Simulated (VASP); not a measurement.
An input for Ansatz (written as the equivalent of a VASP run, and not itself run):

Ansatz 0.2 input:
```yaml
crystal:
  lattice:
    - [0.0000000, 2.8984690, 2.8984690]
    - [2.8984690, 0.0000000, 2.8984690]
    - [2.8984690, 2.8984690, 0.0000000]
  atoms:
    - { symbol: W, position: [0.7500000, 0.7500000, 0.7500000] }
    - { symbol: W, position: [0.5000000, 0.5000000, 0.5000000] }
kpoints:
  mp_grid: { grid: [10, 10, 10] }
hamiltonian:
  xc: r2scan
  pseudopotentials: { kind: paw }
scf:
  occupations: { method: methfessel_paxton, width: 0.1 }
  max_iter: 100
relax:
  max_steps: 60
  f_tol: 0.01
  cell: {}
output: { forces: true, stress: true, eigenvalues: true }
```

Task: Translate this input to VASP (INCAR, KPOINTS, POSCAR, choice of POTCAR).

Result: This is not unique; one that fits is 
POSCAR:
```
W
1
    0.0000000000     2.8984690000     2.8984690000
    2.8984690000     0.0000000000     2.8984690000
    2.8984690000     2.8984690000     0.0000000000
W
2
Direct
  0.7500000000   0.7500000000   0.7500000000
  0.5000000000   0.5000000000   0.5000000000
```

**INCAR**
```
# general
SYSTEM =W
PREC   =Accurate
ENCUT  =400
LREAL  =.FALSE.
LASPH  =.TRUE.

# electronic loop
EDIFF  =1E-6
NELM   =100
ALGO   =Normal
LMAXMIX=6
LMIXTAU=.TRUE.

# smearing
ISMEAR =1
SIGMA  =0.1

# functional
METAGGA=R2SCAN

# ions
IBRION =2
NSW    =60
ISIF   =3
EDIFFG =-0.01

# output
LWAVE  =.FALSE.
LCHARG =.FALSE.
```

**KPOINTS**
```
K-points
0
Gamma
  10 10 10
```

POTCAR, in this order: W_sv (PBE.64 set). Program: vasp_std.

Limits of the translation: each code has its own PAW files, so the cut-off isn't converted (ENCUT is set for VASP's; basis.ecutwfc is left out, and Ansatz then takes the one that its files recommend); Ansatz stops its SCF on the density residual and VASP on the energy change (EDIFF).

The structure was generated: W was put into the diamond type (Fd-3m), which need not be its known phase. This run relaxes it. Symmetry was kept, so distortions that lower it aren't found.
